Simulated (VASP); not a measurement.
**PtS2: lattice, stiffness and zone-centre modes**

What lattice, stiffness and vibrations does PtS2 have at one level of theory? The starting structure is a measured crystal structure from the Crystallography Open Database. All runs use PBEsol + D3(BJ).

Method: Kohn-Sham DFT with plane waves and PAW; PBEsol + D3(BJ), in VASP 6.6.1.

## (1) The starting structure

It takes space group P-3m1 (No. 164, trigonal). The conventional cell has a = 3.543 Å, b = 3.543 Å, c = 5.039 Å, α = 90.00°, β = 90.00°, γ = 120.00°. Pt has 6 S at 2.34 Å nearest. S has 3 Pt at 2.34 Å nearest. Farther neighbours and most contacts between anions are not listed.

## (2) Relaxation

This run starts from the cell of an earlier relaxation, which isn't shown; the restart sets up the plane waves anew.

INCAR

```
SYSTEM = PtS2
PREC = Accurate
ENCUT = 500
EDIFF = 1E-07
NELM = 100
ISMEAR = 0
SIGMA = 0.03
LREAL = .FALSE.
ALGO = Normal
GGA = PS
IVDW = 12
NBANDS = 17
LASPH = .TRUE.
LORBIT = 11
LWAVE = .FALSE.
LCHARG = .FALSE.
KPAR = 4
IBRION = 2
NSW = 50
ISIF = 3
EDIFFG = -0.002
```

POSCAR

```
PtS2
1.0
    3.5573596913      0.0000000000      0.0000000000
   -1.7786798457      3.0807638631      0.0000000000
    0.0000000000      0.0000000000      4.4052276149
Pt S
1 2
Direct
    0.0000000000      0.0000000000      0.0000000000
    0.6666666667      0.3333333333      0.7305146201
    0.3333333333      0.6666666667      0.2694853799
```

KPOINTS

```
Automatic mesh
0
Gamma
9 9 4
0 0 0
```

Potentials, in the order of the species: Pt and S (PBE family, release 64).

The run is started by

```sh
$ mpirun -np 4 vasp_std
```

The log of the run:

```text
[banner, memory and clock lines left out]
running    4 mpi-ranks, on    1 nodes
 distrk:  each k-point on    1 cores,    4 groups
 distr:  one band on    1 cores,    1 groups

 POSCAR found type information on POSCAR PtS
 POSCAR found :  2 types and       3 ions
|                                                                             |
|               ----> ADVICE to this user running VASP <----                  |
|                                                                             |
|     You enforced a specific xc type in the INCAR file but a different       |
|     [... a line on the potential file left out ...]
|     I HOPE YOU KNOW WHAT YOU ARE DOING!                                     |
|                                                                             |

 LDA part: xc-table for (Slater+PW92), standard interpolation
 POSCAR, INCAR and KPOINTS ok, starting setup
 FFT: planning ... GRIDC
 FFT: planning ... GRID_SOFT
 FFT: planning ... GRID
 WAVECAR not read
 entering main loop
       N       E                     dE             d eps       ncg     rms          rms(c)
DAV:   1     0.108049907627E+03    0.10805E+03   -0.10575E+04  1478   0.114E+03
DAV:   2    -0.134520470026E+02   -0.12150E+03   -0.11812E+03  1782   0.229E+02
DAV:   3    -0.181730302529E+02   -0.47210E+01   -0.46921E+01  1836   0.462E+01
DAV:   4    -0.182159232619E+02   -0.42893E-01   -0.42867E-01  1880   0.493E+00
DAV:   5    -0.182164524435E+02   -0.52918E-03   -0.52914E-03  1934   0.531E-01    0.196E+01
DAV:   6    -0.172070828582E+02    0.10094E+01   -0.66770E+00  1490   0.245E+01    0.130E+01
DAV:   7    -0.169813029122E+02    0.22578E+00   -0.12082E+00  1487   0.113E+01    0.601E+00
DAV:   8    -0.169528718109E+02    0.28431E-01   -0.69264E-02  1718   0.201E+00    0.128E+00
DAV:   9    -0.169493939594E+02    0.34779E-02   -0.86454E-03  1724   0.918E-01    0.230E-01
DAV:  10    -0.169494308381E+02   -0.36879E-04   -0.12820E-03  1712   0.242E-01    0.843E-02
DAV:  11    -0.169494419033E+02   -0.11065E-04   -0.38606E-05  2000   0.536E-02    0.392E-02
DAV:  12    -0.169494423036E+02   -0.40024E-06   -0.54759E-06  1706   0.227E-02    0.918E-03
DAV:  13    -0.169494426539E+02   -0.35035E-06   -0.93117E-07  1891   0.704E-03    0.342E-03
DAV:  14    -0.169494427009E+02   -0.47020E-07   -0.79966E-08   883   0.187E-03
   1 F= -.18188209E+02 E0= -.18188077E+02  d E =-.181882E+02
 curvature:   0.00 expect dE= 0.000E+00 dE for cont linesearch  0.000E+00
 trial: gam= 0.00000 g(F)=  0.378E-06 g(S)=  0.291E-06 ort = 0.000E+00 (trialstep = 0.100E+01)
 search vector abs. value=  0.669E-06
 reached required accuracy - stopping structural energy minimisation
```

Wall time 6.8 s (4 MPI ranks of Intel Xeon Platinum 8488C (Sapphire Rapids), shared host); peak memory 0.74 GiB; 25 s of CPU time.

Lines that name or quote the potential files are left out of all logs, and their timing lines are given in words.

From OUTCAR (step 2):

```text
ion  position               nearest neighbor table
   1  0.000  0.000  0.000-   2 2.37   3 2.37   2 2.37   3 2.37   2 2.37   3 2.37
   2  0.667  0.333  0.731-   1 2.37   1 2.37   1 2.37
   3  0.333  0.667  0.269-   1 2.37   1 2.37   1 2.37

  LATTYP: Found a hexagonal cell.
 ALAT       =     3.5573596913
 C/A-ratio  =     1.2383419157

 Subroutine GETGRP returns: Found 12 space group operations
 (whereof 12 operations were pure point group operations)

The static configuration has the point symmetry D_3d.

 Found     43 irreducible k-points:

   k-points           NKPTS =     43   k-points in BZ     NKDIM =     43   number of bands    NBANDS=     17

   dimension x,y,z NGX =    28 NGY =   28 NGZ =   32
   dimension x,y,z NGXF=    56 NGYF=   56 NGZF=   64

   ENCUT  =  500.0 eV  36.75 Ry    6.06 a.u.   6.49  6.49  8.03*2*pi/ulx,y,z

   NELECT =      22.0000    total number of electrons

 k-points in reciprocal lattice and weights: Automatic mesh
   0.00000000  0.00000000  0.00000000       0.003
   0.11111111 -0.00000000  0.00000000       0.019
   0.22222222  0.00000000  0.00000000       0.019
   0.33333333  0.00000000  0.00000000       0.019
   0.44444444  0.00000000  0.00000000       0.019
   0.11111111  0.11111111  0.00000000       0.019
   0.22222222  0.11111111  0.00000000       0.037
   0.33333333  0.11111111  0.00000000       0.037
   0.44444444  0.11111111  0.00000000       0.019
[...]
0.33333333  0.22222222  0.50000000       0.037
   0.33333333  0.33333333  0.50000000       0.006

 average (electrostatic) potential at core
       1 -66.4819       2 -83.9214       3 -83.9214

 E-fermi :   8.9607

 k-point     1 :       0.0000    0.0000    0.0000
  band No.  band energies     occupation
    ...
      6       4.5015      2.00000
      7       4.5015      2.00000
      8       6.3701      2.00000
      9       7.2634      2.00000
     10       7.2634      2.00000
     11       9.2704      0.00000
     12       9.7808      0.00000
     13       9.7808      0.00000
     14      11.9126      0.00000
     15      14.1241      0.00000
    ...

 k-point     2 :       0.1111   -0.0000    0.0000
  band No.  band energies     occupation
    ...
      7       4.3810      2.00000
      8       5.9082      2.00000
      9       7.0301      2.00000
     10       7.1081      2.00000
     11       8.4294      2.00000
     12       9.9530      0.00000
     13      10.2901      0.00000
     14      12.7635      0.00000
     15      14.7022      0.00000
     16      15.8163      0.00000
    ...

 k-point     3 :       0.2222    0.0000    0.0000
  band No.  band energies     occupation
    ...
      7       4.1544      2.00000
      8       5.1623      2.00000
      9       6.6317      2.00000
     10       6.6635      2.00000
     11       7.4922      2.00000
     12      10.4519      0.00000
     13      10.5209      0.00000
     14      13.8651      0.00000
     15      15.1743      0.00000
     16      16.5876      0.00000
    ...

 Edisp (eV)   -1.23877

  Total      -0.00045    -0.00045     0.00421     0.00000    -0.00000     0.00000
  in kB      -0.01487    -0.01487     0.13971     0.00000    -0.00000     0.00000
  external pressure =        0.04 kB  Pullay stress =        0.00 kB

  energy-cutoff  :      500.00
  volume of cell :       48.28
      direct lattice vectors                 reciprocal lattice vectors
     3.557359691  0.000000000  0.000000000     0.281107362  0.162297411  0.000000000
    -1.778679846  3.080763863  0.000000000     0.000000000  0.324594823  0.000000000
     0.000000000  0.000000000  4.405227615     0.000000000  0.000000000  0.227003026

 POSITION                                       TOTAL-FORCE (eV/Angst)
 -----------------------------------------------------------------------------------
      0.00000      0.00000      0.00000         0.000000     -0.000000      0.000000
      1.77868      1.02692      3.21808        -0.000000      0.000000     -0.001979
     -0.00000      2.05384      1.18714         0.000000     -0.000000      0.001979
 -----------------------------------------------------------------------------------
    total drift:                               -0.000000     -0.000000      0.000000

  FREE ENERGIE OF THE ION-ELECTRON SYSTEM (eV)
  ---------------------------------------------------
  free  energy   TOTEN  =       -18.1882094630 eV

  energy  without entropy=      -18.1879452059  energy(sigma->0) =      -18.18807733

 reached required accuracy - stopping structural energy minimisation

 total charge
# of ion       s       p       d       tot
------------------------------------------
    1        0.709   0.811   8.024   9.544
    2        1.362   2.245   0.000   3.607
    3        1.362   2.245   0.000   3.607
--------------------------------------------------
tot          3.433   5.301   8.024  16.758

[... 3 further parts left out ...]
```

CONTCAR:

```
PtS2
   1.00000000000000
     3.5573596912999998    0.0000000000000000    0.0000000000000000
    -1.7786798456999999    3.0807638631000001    0.0000000000000000
     0.0000000000000000    0.0000000000000000    4.4052276149000003
  Pt              S
     1     2
Direct
     0.0000000000000000    0.0000000000000000    0.0000000000000000
     0.6666666667000030    0.3333333332999970    0.7305146201000028
     0.3333333332999970    0.6666666667000030    0.2694853798999972
```

The run shows no gap at this level; if that holds and bands cross the Fermi level widely, this k-mesh is coarse for it. The PAW data sets were made with PBE, which is usual practice but a small mismatch for other functionals. The run keeps the 12 symmetry operations of its start, so it cannot find a distortion of lower symmetry.

The relaxed cell holds 16.093 Å³ an atom, with a = 3.557 Å (+0.4 % against the database cell) and c = 4.405 Å (-12.6 % against the database cell). Pressures at 0.985 and 1.015 times this volume, from two more relaxations that aren't shown, give a bulk modulus of 75.7 GPa.

## (3) Elastic constants

INCAR

```
SYSTEM = PtS2
PREC = Accurate
ENCUT = 700
EDIFF = 1E-08
NELM = 100
ISMEAR = 0
SIGMA = 0.03
LREAL = .FALSE.
ALGO = Normal
GGA = PS
IVDW = 12
NBANDS = 17
LASPH = .TRUE.
LORBIT = 11
LWAVE = .FALSE.
LCHARG = .FALSE.
KPAR = 4
IBRION = 6
NFREE = 2
POTIM = 0.015
ISIF = 3
NSW = 1
KBLOWUP = .FALSE.
```

POSCAR is that of step 2.

KPOINTS

```
Automatic mesh
0
Gamma
9 9 6
0 0 0
```

The run is started by

```sh
$ mpirun -np 4 vasp_std
```

The log of the run:

```text
[banner, memory and clock lines left out]
running    4 mpi-ranks, on    1 nodes
[...]
[... a notice as in an earlier step ...]

 LDA part: xc-table for (Slater+PW92), standard interpolation
 POSCAR, INCAR and KPOINTS ok, starting setup
[...]
WARNING: random wavefunctions but no delay for mixing, default for NELMDL
 entering main loop
       N       E                     dE             d eps       ncg     rms          rms(c)
DAV:   1     0.131705947099E+03    0.13171E+03   -0.12695E+04  2108   0.149E+03
DAV:   2    -0.121613513183E+02   -0.14387E+03   -0.13974E+03  2613   0.262E+02
DAV:   3    -0.181613658426E+02   -0.60000E+01   -0.59571E+01  2678   0.538E+01
DAV:   4    -0.182177560885E+02   -0.56390E-01   -0.56356E-01  2711   0.581E+00
[...]
DAV:  14    -0.169512280765E+02   -0.41863E-07   -0.76682E-08  2639   0.179E-03    0.222E-03
DAV:  15    -0.169512280532E+02    0.23228E-07   -0.18111E-08  1814   0.923E-04    0.348E-04
DAV:  16    -0.169512280517E+02    0.15907E-08   -0.27446E-09  1234   0.371E-04
[...]
2 F= -.18178866E+02 E0= -.18178793E+02  d E =-.145827E-03
   3 F= -.18177681E+02 E0= -.18177620E+02  d E =-.120725E-03
   4 F= -.18178868E+02 E0= -.18178798E+02  d E =-.140830E-03
   5 F= -.18177671E+02 E0= -.18177615E+02  d E =-.112907E-03
   6 F= -.18185598E+02 E0= -.18185517E+02  d E =-.162354E-03
   7 F= -.18184019E+02 E0= -.18183924E+02  d E =-.189522E-03
   8 F= -.18186253E+02 E0= -.18186195E+02  d E =-.116542E-03
   9 F= -.18186253E+02 E0= -.18186195E+02  d E =-.116541E-03
  10 F= -.18185644E+02 E0= -.18185578E+02  d E =-.131673E-03
  11 F= -.18185601E+02 E0= -.18185541E+02  d E =-.121615E-03
  12 F= -.18185625E+02 E0= -.18185562E+02  d E =-.126865E-03
  13 F= -.18185625E+02 E0= -.18185562E+02  d E =-.126862E-03
  14 F= -.18187971E+02 E0= -.18187890E+02  d E =-.160550E-03
  15 F= -.18187971E+02 E0= -.18187890E+02  d E =-.160550E-03
  16 F= -.18187852E+02 E0= -.18187772E+02  d E =-.160627E-03
  17 F= -.18187852E+02 E0= -.18187772E+02  d E =-.160627E-03
  18 F= -.18188902E+02 E0= -.18188832E+02  d E =-.140386E-03
  19 F= -.18188902E+02 E0= -.18188832E+02  d E =-.140386E-03
  20 F= -.18188554E+02 E0= -.18188474E+02  d E =-.160615E-03
  21 F= -.18188717E+02 E0= -.18188637E+02  d E =-.160698E-03
 Finite differences progress:
  Degree of freedom:  10/ 10
  Displacement:        2/  2
  Total:              20/ 20
```

It took 6.5 min on 4 MPI ranks; peak memory 2.4 GiB; 26 min of CPU time.

Parts of OUTCAR (step 3):

```text
 Edisp (eV)   -1.23877

 Edisp (eV)   -1.23876

  Total      -0.15558    -0.15558    -0.13914     0.00000     0.00000     0.00000
  in kB      -5.16304    -5.16304    -4.61745     0.00000     0.00000     0.00000
  external pressure =       -4.98 kB  Pullay stress =        0.00 kB

 POSITION                                       TOTAL-FORCE (eV/Angst)
 -----------------------------------------------------------------------------------
      0.00000      0.00000      0.00000         0.000000      0.000000     -0.141146
      1.77868      1.02692      3.20308         0.000000      0.000000      0.174315
     -0.00000      2.05384      1.18714        -0.000000     -0.000000     -0.033169
 -----------------------------------------------------------------------------------
    total drift:                               -0.000000      0.000000     -0.000011

  FREE ENERGIE OF THE ION-ELECTRON SYSTEM (eV)
  ---------------------------------------------------
  free  energy   TOTEN  =       -18.1887171177 eV

  energy  without entropy=      -18.1885564198  energy(sigma->0) =      -18.18863677

[... 3 further parts left out ...]
[key lines of the parts left out:]
E-fermi :   8.9493
```

This run isn't used: elastic constants of a metal on too coarse a mesh.

The last energy, forces and stress in OUTCAR belong to the last displaced cell, not to that of POSCAR.

## (4) Modes of the relaxed cell

INCAR, as its differences from that of step 3:

```diff
@@ -2,3 +2,3 @@
 PREC = Accurate
-ENCUT = 700
+ENCUT = 500
 EDIFF = 1E-08
@@ -18,6 +18,7 @@
 IBRION = 6
+LEPSILON = .TRUE.
+LPEAD = .TRUE.
+ISIF = 2
 NFREE = 2
 POTIM = 0.015
-ISIF = 3
 NSW = 1
-KBLOWUP = .FALSE.
```

POSCAR is that of step 3.

KPOINTS

```
Automatic mesh
0
Gamma
14 14 10
0 0 0
```

The run is started by

```sh
$ mpirun -np 4 vasp_std
```

The log of the run:

```text
[banner, memory and clock lines left out]
running    4 mpi-ranks, on    1 nodes
[...]
[... a notice as in an earlier step ...]

 LDA part: xc-table for (Slater+PW92), standard interpolation
 POSCAR, INCAR and KPOINTS ok, starting setup
[...]
entering main loop
       N       E                     dE             d eps       ncg     rms          rms(c)
DAV:   1     0.106031644037E+03    0.10603E+03   -0.10391E+04  7192   0.113E+03
DAV:   2    -0.135711968727E+02   -0.11960E+03   -0.11605E+03  8815   0.229E+02
DAV:   3    -0.181749215892E+02   -0.46037E+01   -0.45714E+01  8792   0.460E+01
DAV:   4    -0.182169833434E+02   -0.42062E-01   -0.42039E-01  9530   0.493E+00
[...]
DAV:  14    -0.169530452324E+02   -0.18878E-07   -0.49105E-08  8797   0.173E-03    0.101E-03
DAV:  15    -0.169530452128E+02    0.19558E-07   -0.95077E-09  5471   0.813E-04    0.248E-04
DAV:  16    -0.169530452039E+02    0.89262E-08   -0.20054E-09  3968   0.331E-04
 Linear response reoptimize wavefunctions to high precision
[...]
Direction:   2
       N       E                     dE             d eps       ncg     rms          rms(c)
 change of polarisation eV/A/(eV/A) component  2 :     0.000     0.000     0.000
 dielectric tensor                  component  2 :     0.000     1.000     0.000
 Linear response to external field, progress :
  Direction:   3
       N       E                     dE             d eps       ncg     rms          rms(c)
 change of polarisation eV/A/(eV/A) component  3 :     0.000     0.000     0.000
 dielectric tensor                  component  3 :     0.000     0.000     1.000
 Born effective charges drift removed
   1 F= -.18191812E+02 E0= -.18191734E+02  d E =-.156143E-03
[... from here on, the cycles between the ionic steps are left out ...]
   2 F= -.18189770E+02 E0= -.18189692E+02  d E =-.156402E-03
   3 F= -.18189770E+02 E0= -.18189692E+02  d E =-.156402E-03
   4 F= -.18189676E+02 E0= -.18189598E+02  d E =-.155916E-03
   5 F= -.18189676E+02 E0= -.18189598E+02  d E =-.155916E-03
   6 F= -.18190699E+02 E0= -.18190623E+02  d E =-.151205E-03
   7 F= -.18190699E+02 E0= -.18190623E+02  d E =-.151212E-03
   8 F= -.18189936E+02 E0= -.18189862E+02  d E =-.147530E-03
   9 F= -.18191021E+02 E0= -.18190950E+02  d E =-.140694E-03
 Finite differences progress:
  Degree of freedom:   4/  4
  Displacement:        2/  2
  Total:               8/  8
```

Wall time 5.1 min (4 MPI ranks); peak memory 5.2 GiB; 20 min of CPU time.

Parts of OUTCAR (step 4):

```text
 MACROSCOPIC STATIC DIELECTRIC TENSOR (including local field effects in DFT)
 ------------------------------------------------------
           1.000000    -0.000000     0.000000
          -0.000000     1.000000     0.000000
           0.000000     0.000000     1.000000
 ------------------------------------------------------

 Edisp (eV)   -1.23877

 Edisp (eV)   -1.23876

  Total      -0.17578    -0.17578    -0.21746     0.00000     0.00000    -0.00000
  in kB      -5.83352    -5.83352    -7.21678     0.00000     0.00000    -0.00000
  external pressure =       -6.29 kB  Pullay stress =        0.00 kB

 POSITION                                       TOTAL-FORCE (eV/Angst)
 -----------------------------------------------------------------------------------
      0.00000      0.00000      0.00000        -0.000000      0.000000     -0.140585
      1.77868      1.02692      3.20308         0.000000     -0.000000      0.140322
     -0.00000      2.05384      1.18714        -0.000000     -0.000000      0.000263
 -----------------------------------------------------------------------------------
    total drift:                               -0.000000      0.000000      0.000019

 MACROSCOPIC STATIC DIELECTRIC TENSOR IONIC CONTRIBUTION
 ------------------------------------------------------
           0.002611    -0.000000     0.000000
          -0.000000     0.002611    -0.000000
           0.000000    -0.000000     0.002497
 ------------------------------------------------------

[... 1 part as in an earlier step ...]

[... 1 further part left out ...]
```

The dielectric tensor of 1.00 in OUTCAR stands for a response that wasn't computed and is no result.

The zone-centre modes at 16.093 Å³ an atom are A1g 347.3, A2u 327.0, Eu 319.8, Eg 301.6 cm⁻¹.

(Part 1 of 2 ends here.)

[Lines on the potential files, build, host, timing and source positions are cut from VASP's logs without a mark.]

[Logs are printed without paths, hosts, clocks, repeated set-up lines and the standing remarks that a program may print on its own settings, such as how far it seeks lower states.]

[Hosts, paths, dates, database ids (printed as entryN), source tags and the programs' standing remarks are cut or masked in the printed files.]
